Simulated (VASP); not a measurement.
Input:

```
CELL_PARAMETERS angstrom
      1.77375    -6.79240     0.00000
      1.77375     6.79240     0.00000
      0.00000     0.00000     3.58264
ATOMIC_POSITIONS crystal
  Ti 0.89688 0.10312 0.75000
  Ti 0.10312 0.89688 0.25000
  Si 0.55825 0.44175 0.75000
  Si 0.44175 0.55825 0.25000
  Si 0.24969 0.75031 0.75000
  Si 0.75031 0.24969 0.25000
```

The numbers are results of LDA (Ceperley-Alder, Perdew-Zunger), VASP's LDA PAW potentials (set 64) (plane waves; VASP), not measurements. Settings: 300 eV cut-off, 9×9×8 Γ-centred mesh, Gaussian smearing of 0.10 eV, potentials Ti_sv Si.

At this cut-off the stress carries a Pulay error, which pulls relaxed volumes low.

Q: Give the force on each atom (eV/Å).

A: 
| atom | Fx | Fy | Fz |
|---|---|---|---|
| Ti1 | 0.000 | 0.077 | 0.000 |
| Ti2 | 0.000 | -0.077 | 0.000 |
| Si3 | 0.000 | -0.055 | 0.000 |
| Si4 | 0.000 | 0.055 | 0.000 |
| Si5 | 0.000 | -0.003 | 0.000 |
| Si6 | 0.000 | 0.003 | 0.000 |

Q: Give the stress tensor in GPa (positive for a compressed cell).

A: 
```
-7.65   0.00   0.00
 0.00  -6.88   0.00
 0.00   0.00  -7.43
```
The pressure is its mean diagonal, -7.32 GPa.

The structure comes from a computed database's TiSi2 entry; how it stands against other phases isn't given here. The cell was not relaxed at this level.
